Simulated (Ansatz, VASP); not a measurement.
# MnCuO2 (Crednerite): VASP beside Ansatz, part 2 of 2

Wanted: the spread between two codes on one cell, functional and k mesh.

VASP 6.6.1 and Ansatz 0.2.0.

So far: Set-up; VASP: single point, r2SCAN.

The database entry behind the starting cell differs from later determinations by our own check (a about 1 % short, old inner coordinates), so it need not match the best structure at ambient conditions.

## (3) Ansatz: single point, r2SCAN

Level of this step: Ansatz beside VASP: Kohn-Sham DFT, plane waves, r2SCAN (Ansatz).

Ansatz runs on its default PAW (the set named soft_2) files.

The same cell, functional, mesh and smearing now go to Ansatz, which takes its cutoff from its data sets.

File input.yaml:

```yaml
crystal:
  lattice:
    - [2.765, -1.442, 0.0]
    - [2.765, 1.442, 0.0]
    - [-1.4867050749, 0.0, 5.7075486875]
  atoms:
    - { symbol: Mn, position: [0.017934, -0.008458, 0.007004], spin: 4.0 }
    - { symbol: Cu, position: [0.495751, 0.496309, 0.499874], spin: 0.6 }
    - { symbol: O, position: [0.414809, 0.421979, 0.145646] }
    - { symbol: O, position: [0.577828, 0.605846, 0.863048] }
hamiltonian:
  xc: r2scan
  pseudopotentials: { kind: paw }
magnetization:
  spin_polarized: true
kpoints:
  mp_grid: { grid: [9, 9, 4] }
scf:
  occupations: { method: gaussian, width: 0.1 }
  n_extra_bands: 9
output:
  forces: true
  stress: true
  eigenvalues: true
```

The run is started by

```sh
> ansatz run input.yaml --threads 2 --pin off --max-ram 4608MiB --backend cpu --events-out ev --progress --plain --runs-dir out
```

Numbers of over 12 decimals in the logs are rounded to 6 here.

The program printed:

```text
scf.n_extra_bands = 9 over 23 filled bands (N_el = 46.0): the run solves 32 bands
Engine: ansatz 0.2.0, aarch64-unknown-linux-gnu
Pseudopotentials: kind: paw
Pseudopotential: Mn, paw, valence charge 15, recommended cutoff 500 eV (meta_gga), Mn.paw.azcp
Pseudopotential: Cu, paw, valence charge 19, recommended cutoff 500 eV (meta_gga), Cu.paw.azcp
Pseudopotential: O, paw, valence charge 6, recommended cutoff 500 eV (meta_gga), O.paw.azcp
Functional definition: r2SCAN
  parameter k0 = 0.174
  parameter k1 = 0.065
  parameter a1 = 4.9479
  exchange = r2scan_x(k0 = k0, k1 = k1, a1 = a1)
  correlation = r2scan_c
Crystal: 4 atoms, lattice volume = 45.513 Å³
Basis set: ecut = 500 eV, 1155 PW (Γ), exchange–correlation on 96×96×180 points (64 copies of the dense FFT grid, shifted against one another)
Bands: 32, of which v1, the nominal top of the filled ones, is band 23 counted from 1 (22 counted from 0)
Symmetry: 1 space group operations
Space group: P1 (ITA 1), of the structure as read, at distance tolerance 3.6e-5 Å
Magnetic group: BNS 1.1 (UNI 1), of the structure as read, at distance tolerance 3.6e-5 Å
k-points: 163 of 324 (time reversal used)
Non-local potential: Mn, projectors of the file, l = 0: 3, l = 1: 2, l = 2: 3, l = 3: 1
Non-local potential: Cu, projectors of the file, l = 0: 3, l = 1: 2, l = 2: 3, l = 3: 1
Non-local potential: O, projectors of the file, l = 0: 2, l = 1: 2, l = 2: 1
PAW form: soft (Blöchl's): semilocal exchange-correlation on the pseudo side does not see the compensation charge
PAW frozen core: Mn, regenerated for the run's functional (the file was generated under x = pbe(κ = 0.804, μ = 0.219515), c = pbe(β = 0.066725))
PAW frozen core: Cu, regenerated for the run's functional (the file was generated under x = pbe(κ = 0.804, μ = 0.219515), c = pbe(β = 0.066725))
PAW frozen core: O, regenerated for the run's functional (the file was generated under x = pbe(κ = 0.804, μ = 0.219515), c = pbe(β = 0.066725))
PAW one-centre angular grid: Mn, 590 points (default); XC on 160 Gauss nodes
PAW one-centre angular grid: Cu, 590 points (default); XC on 160 Gauss nodes
PAW one-centre angular grid: O, 302 points (default); XC on 160 Gauss nodes
Initial density: superposition of atomic densities (chi_scale 0.1, normalization cell, long waves kept (reshape's long-wave potential 0.39 eV rms))
Starting moments: Σ|m| = 4.6 μB on 2 of 4 sites
Initial wavefunctions: pseudopotential atomic-orbital guess
Functional: x = r2scan, c = r2scan; τ floored in thin density (d = 2e-4 eV/Å³)
SCF iter   1: F=—  HF=-11670.437222 eV  |F-HF|=—  |Δ(HF+E_count)|=         —  Δρ=5.85e-2 (↑5.85e-2 ↓3.76e-2)  dr2=1.68e0  dr2_τ=4.40e-2  dr2_m=3.72e-1  M=3.956 μB ∫|m|=4.180 μB  β_m=1.00  ethr=3.10e-3  ⟨swp⟩=4.9  Hψ=36035  notcnv=0  defer=127
Mixer restart at iter 1: flushing history
preconditioner: auto → Kerker (q_TF=auto, 2.733 Å⁻¹)  [metal: Δε(μ)=0.007 eV  Ē_g=13.489 eV  σ=0.100 eV  W_gap=0.04  n_scr=16 (ndim 8)  ℏωp=30.1 eV  f_vac=0.002  D(μ)=0.63/eV (n_scr^D=2)]
spin=Collinear: Kerker preconditioning applied to the charge; magnetization (m = ρ↑ − ρ↓) channel mixes plain (no charge-response kernel on spin).
SCF iter   2: F=—  HF=-11670.796111 eV  |F-HF|=—  |Δ(HF+E_count)|=   3.59e-1  Δρ=2.67e-2 (↑2.67e-2 ↓2.56e-2)  dr2=6.34e-1  dr2_τ=1.57e-2  dr2_m=1.73e-2  M=3.963 μB ∫|m|=4.085 μB  β_m=1.00  ethr=3.10e-3  ⟨swp⟩=2.5  Hψ=22161  notcnv=0  defer=1008  κ⁻¹=1.0e0(r=1)
preconditioner: auto → none  [insulator: Δε(μ)=0.109 eV  Ē_g=13.334 eV  σ=0.100 eV  W_gap=0.54  n_scr=16 (ndim 8)  ℏωp=30.1 eV  f_vac=0.002  D(μ)=0.25/eV (n_scr^D=0)  ε∞_Penn≈6.1]
SCF iter   3: F=—  HF=-11671.172848 eV  |F-HF|=—  |Δ(HF+E_count)|=   3.77e-1  Δρ=1.57e-2 (↑1.47e-2 ↓1.57e-2)  dr2=1.79e-1  dr2_τ=5.15e-3  dr2_m=9.78e-3  M=3.945 μB ∫|m|=4.017 μB  β_m=1.00  ethr=1.38e-3  ⟨swp⟩=2.7  Hψ=17567  notcnv=0  defer=1009  κ⁻¹=2.6e-1(r=2)
SCF iter   4: F=—  HF=-11671.378770 eV  |F-HF|=—  |Δ(HF+E_count)|=         —  Δρ=1.02e-2 (↑1.01e-2 ↓1.02e-2)  dr2=7.97e-2  dr2_τ=1.37e-3  dr2_m=4.21e-4  M=3.961 μB ∫|m|=4.010 μB  β_m=1.00  ethr=3.90e-4  ⟨swp⟩=2.5  Hψ=21577  notcnv=0  defer=980
Mixer restart at iter 4: flushing history
SCF iter   5: F=—  HF=-11671.453659 eV  |F-HF|=—  |Δ(HF+E_count)|=   7.49e-2  Δρ=5.96e-3 (↑5.74e-3 ↓5.96e-3)  dr2=2.61e-2  dr2_τ=6.83e-4  dr2_m=5.75e-4  M=3.951 μB ∫|m|=3.998 μB  β_m=1.00  ethr=1.73e-4  ⟨swp⟩=2.0  Hψ=14737  notcnv=0  defer=980  κ⁻¹=1.0e0(r=1)
SCF iter   6: F=—  HF=-11671.483405 eV  |F-HF|=—  |Δ(HF+E_count)|=   2.97e-2  Δρ=5.64e-3 (↑5.62e-3 ↓5.64e-3)  dr2=2.71e-2  dr2_τ=3.39e-4  dr2_m=1.35e-4  M=3.963 μB ∫|m|=4.007 μB  β_m=1.00  ethr=5.67e-5  ⟨swp⟩=2.0  Hψ=15352  notcnv=0  defer=976  κ⁻¹=7.2e-2(r=2)
SCF iter   7: F=—  HF=-11671.529711 eV  |F-HF|=—  |Δ(HF+E_count)|=   4.63e-2  Δρ=1.65e-3 (↑1.37e-3 ↓1.65e-3)  dr2=2.81e-3  dr2_τ=1.23e-5  dr2_m=2.39e-5  M=3.964 μB ∫|m|=4.003 μB  β_m=1.00  ethr=5.67e-5  ⟨swp⟩=2.0  Hψ=19737  notcnv=0  defer=982  κ⁻¹=1.6e-3(r=3)
SCF iter   8: F=—  HF=-11671.531193 eV  |F-HF|=—  |Δ(HF+E_count)|=   1.48e-3  Δρ=1.01e-3 (↑8.89e-4 ↓1.01e-3)  dr2=1.14e-3  dr2_τ=4.98e-6  dr2_m=9.61e-6  M=3.963 μB ∫|m|=4.001 μB  β_m=1.00  ethr=6.11e-6  ⟨swp⟩=1.0  Hψ=10956  notcnv=0  defer=980  κ⁻¹=7.7e-4(r=4)
SCF iter   9: F=—  HF=-11671.531993 eV  |F-HF|=—  |Δ(HF+E_count)|=   8.00e-4  Δρ=2.35e-4 (↑2.35e-4 ↓2.21e-4)  dr2=4.98e-5  dr2_τ=7.33e-7  dr2_m=5.53e-7  M=3.963 μB ∫|m|=4.000 μB  β_m=1.00  ethr=2.47e-6  ⟨swp⟩=1.8  Hψ=13636  notcnv=0  defer=980  κ⁻¹=1.6e-4(r=5)
SCF iter  10: F=—  HF=-11671.532048 eV  |F-HF|=—  |Δ(HF+E_count)|=   5.47e-5  Δρ=9.87e-5 (↑9.48e-5 ↓9.87e-5)  dr2=6.52e-6  dr2_τ=1.48e-7  dr2_m=2.02e-7  M=3.963 μB ∫|m|=4.000 μB  β_m=1.00  ethr=1.08e-7  ⟨swp⟩=1.7  Hψ=14064  notcnv=0  defer=980  κ⁻¹=2.6e-5(r=6)
SCF iter  11: F=—  HF=-11671.532076 eV  |F-HF|=—  |Δ(HF+E_count)|=   2.81e-5  Δρ=3.44e-5 (↑3.43e-5 ↓3.44e-5)  dr2=7.83e-7  dr2_τ=2.33e-8  dr2_m=8.45e-8  M=3.963 μB ∫|m|=4.000 μB  β_m=1.00  ethr=1.42e-8  ⟨swp⟩=2.0  Hψ=17090  notcnv=0  defer=980  κ⁻¹=4.4e-6(r=7)
SCF iter  12: F=—  HF=-11671.532082 eV  |F-HF|=—  |Δ(HF+E_count)|=   6.31e-6  Δρ=1.90e-5 (↑1.90e-5 ↓1.36e-5)  dr2=1.68e-7  dr2_τ=4.26e-9  dr2_m=3.23e-8  M=3.963 μB ∫|m|=3.999 μB  β_m=1.00  ethr=1.70e-9  ⟨swp⟩=2.0  Hψ=17413  notcnv=0  defer=980  κ⁻¹=1.3e-6(r=8)
SCF iter  13: F=—  HF=-11671.532084 eV  |F-HF|=—  |Δ(HF+E_count)|=   1.51e-6  Δρ=1.00e-5 (↑1.00e-5 ↓9.21e-6)  dr2=9.90e-8  dr2_τ=5.14e-10  dr2_m=6.84e-10  M=3.963 μB ∫|m|=3.999 μB  β_m=1.00  ethr=3.66e-10  ⟨swp⟩=2.0  Hψ=17786  notcnv=0  defer=980  κ⁻¹=4.7e-7(r=8)
SCF iter  14: F=-11671.532084 eV  HF=-11671.532084 eV  |F-HF|=8.80e-8  |Δ(HF+E_count)|=   1.09e-7  Δρ=3.41e-6 (↑3.41e-6 ↓2.82e-6)  dr2=1.11e-8  dr2_τ=1.02e-10  dr2_m=4.97e-10  M=3.963 μB ∫|m|=3.999 μB  ethr=2.15e-10  ⟨swp⟩=8.1  Hψ=42969  notcnv=0
SCF 1 converged in 14 iterations: F = -11671.532084 eV  dr2 = 1.11e-8
  greatest PAW one-centre occupation: 1.003 electrons in one spin orbital (limit 2), on the Mn atom at site 0 (counted from 0), in its partial waves of l = 1
this state was not tested for a lower state beside it, because the mixer in use, unlike msr1, does not test its closes by its own steps (another_mixer; see scf.mixing.algorithm and scf.lower_state_search)
SCF converged after 14 iterations
Magnetization: 3.9630 μB (24.9815 up, 21.0185 down)
Absolute magnetization: 4.0056 μB (∫|ρ↑−ρ↓|, with the PAW one-centre terms)
Spin contamination: 0.0382 ħ² per cell (⟨S²⟩ above its minimum at these occupations)
Per-site moments (μB) at R_I (Å): [(2.967052, 0.716646), (0.023785, 0.834956), (0.084989, 0.718699), (0.079173, 0.716646)]
Free energy (F): -11671.532084 eV
Harris-Foulkes:  -11671.532084 eV  (|F-HF|=8.80e-8)
Internal energy: -11671.530764 eV  (E = F + TS)
E sigma→0 (E₀):  -11671.531424 eV
Entropy (-TS):   -0.001320 eV (-0.330 meV/atom)
Fermi energy:    11.791505 eV
--- Per-component energies (eV) ---
  E_band       = -798.952357
  E_kinetic    = 956.877693
  E_local      = -7724.398650  (includes V_loc(G=0)·N_el)
  E_nonlocal   = 746.733131
  E_hartree    = 3287.187300
  E_xc         = -338.124536
  E_vxc        = -493.513306  (∫ρ·V_xc dr)
  E_paw        = -3316.461050  (= ΣΔE_a)
  E_vpaw       = -891.822719  (= ΣTr[D̂ρ^β])
  E_aug_tail   = 0.002189  (compensation charges beyond the density's cutoff)
  E_vtau       = 32.801730  (kinetic-family band-sum trace: ∫τ·v_τ [+ j·A + Jᵃ·Aᵃ] dr)
  E_ewald      = -5282.698809
  E_core_change = -0.648033  (= ΣΔE_core)
  E_smearing   = -0.001320  (= −TS)
  E_closure    = -0.000000  (closes the sum)
  Σ components = -11671.532084   (vs F -11671.532084, Δ=0.00e0)
--- Forces (eV/Å), atoms counted from 1 ---
  atom   1  Mn     0.23309195     2.45128135    -0.46315929
  atom   2  Cu     0.10329191     0.11875068     0.21139609
  atom   3  O     -3.08736453    -0.97314192     6.51175940
  atom   4  O      2.75099657    -1.59688752    -6.25999524
  max |Σ_I F_I| component: 1.59e-5 eV/Å
--- Stress (GPa, compression-positive) ---
       20.123866      -0.943914     -15.836763
       -0.943899      32.354588       1.574547
      -15.836840       1.574529       7.214089
  P = ⅓ Tr σ = 19.8975 GPa (198.975 kbar)
--- Band table (eV; the first three rows and the last of 326) ---
  k-point 0 ↑: bands = [... 19 lower, 8.5590, 8.8291, 8.9047, 8.9915, 9.2392, 11.9137, 12.1814, 14.9342, ... 5 higher]
  k-point 1 ↑: bands = [... 19 lower, 8.5258, 8.8250, 9.1378, 9.2275, 9.6492, 11.9101, 12.3821, 14.8942, ... 5 higher]
  k-point 2 ↑: bands = [... 19 lower, 8.5088, 8.8218, 9.2728, 9.4524, 9.8599, 11.8586, 12.7713, 14.8589, ... 5 higher]
  k-point 162 ↓: bands = [... 19 lower, 9.1828, 10.0026, 12.6411, 13.4686, 13.8106, 14.3065, 15.0261, 15.7443, ... 5 higher]
```

The job ended after 2.2 min (2 threads of Arm Neoverse N1, shared host; peak memory 0.78 GiB; 4.3 min of CPU time).

In the SCF lines HF is the Harris–Foulkes energy and dr2 the Hartree energy of the density residual, in eV; the loop may stop once dr2 is under the threshold and the program's other checks hold. Hψ counts applications of the Hamiltonian.

The run ends at a pressure of 19.90 GPa, with forces up to 7.3 eV/Å.

## (4) Comparison

Known differences besides the PAW data sets themselves: VASP keeps PBE cores, Ansatz makes them for the functional; the data sets hold 46 valence electrons in Ansatz (default PAW (the set named soft_2) files) and 36 in VASP; the cutoff is 500 eV in Ansatz and 520 eV in VASP; site moments are counted in spheres of each program's own size. Total energies have different zeros and are not compared.

Compared:

| quantity | Ansatz | VASP | difference |
| --- | --- | --- | --- |
| pressure (GPa) | 19.90 | 21.01 | -1.11 |
| total moment (μB) | 3.96 | 3.96 | 0.00 |
| moment on Mn1 (μB) | 2.97 | 3.59 | -0.62 |
| moment on O3 (μB) | 0.09 | 0.08 | +0.01 |
| moment on O4 (μB) | 0.08 | 0.07 | +0.01 |

Forces (eV/Å; atoms numbered as in POSCAR):

| atom | Ansatz x, y, z | VASP x, y, z |
| --- | --- | --- |
| Mn1 | 0.233, 2.451, -0.463 | 0.250, 2.627, -0.443 |
| Cu2 | 0.103, 0.119, 0.211 | 0.089, 0.115, 0.212 |
| O3 | -3.087, -0.973, 6.512 | -3.189, -1.049, 6.586 |
| O4 | 2.751, -1.597, -6.260 | 2.850, -1.692, -6.355 |

The forces differ by 82 meV/Å r.m.s., which is 2.7 % of the r.m.s. force of 3.07 eV/Å (both taken over all components). Ansatz's pressure holds a Pulay correction of 0.16 GPa; VASP's holds none.

## (5) Looking for the cause

The difference is large enough to ask for its cause, so further runs change the set-up of one program at a time, as the table lists.

| run | difference in pressure (GPa) |
| --- | --- |
| as above | -1.1 |
| cores kept as stored, as VASP does | -1.1 |
| Ansatz's larger PAW set (cutoff 1050 eV) | -1.2 |

## (6) Outcome

| Item | Value |
| --- | --- |
| difference in pressure (single point, r2SCAN) | -1.1 GPa |
| r.m.s. force difference (single point, r2SCAN) | 2.7 % of the r.m.s. force |

What this shows: The difference in pressure is -1.1 GPa (single point, r2SCAN), beyond the 1 GPa picked in this series as the mark of a large difference. For single point, r2SCAN: no further run halves the difference in pressure; only Ansatz's side was varied. 2 further runs on this material are not shown. Differences of this kind measure data sets and numerical settings, not the functional's error against experiment.

[Lines on the potential files, build, host, timing and source positions are cut from VASP's logs without a mark.]

[Logs are printed without paths, hosts, clocks, repeated set-up lines and the standing remarks that a program may print on its own settings, such as how far it seeks lower states.]

[Hosts, paths, dates, database ids (printed as entryN), source tags and the programs' standing remarks are cut or masked in the printed files.]
